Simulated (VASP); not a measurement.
Here is the system:

```
CELL_PARAMETERS angstrom
     10.20423    -2.19026    -0.00481
     10.20423     2.19026    -0.00481
      9.73588     0.00000     3.75981
ATOMIC_POSITIONS crystal
  Bi 0.39973 0.39973 0.39973
  Bi 0.60027 0.60027 0.60027
  Te 0.00000 0.00000 0.00000
  Te 0.20969 0.20969 0.20969
  Te 0.79031 0.79031 0.79031
```

These are PBE GGA with D3 dispersion (Becke-Johnson damping), VASP's PBE PAW potentials (set 64) (plane waves; VASP) values and carry that method's errors. Settings: 520 eV cut-off, 7×7×7 Γ-centred mesh, tetrahedra with Blöchl corrections, potentials Bi_d Te.

Unless said otherwise, spin-orbit coupling is left out, though it shifts the bands of the heavy elements here.

What does the run give for the energy per atom (σ→0), band gap (on the k-mesh) with the smallest direct gap where there is one?

| Quantity | Value |
|---|---|
| band gap (on the k-mesh) | 0.27 eV |
| smallest direct gap (on the k-mesh) | 0.27 eV |
| energy per atom (σ→0) | -4.115 eV/atom |

The absolute energy has meaning only against runs of the same code, potentials and settings.

The compound is Bi2Te3 in the tetradymite structure. It was relaxed first.
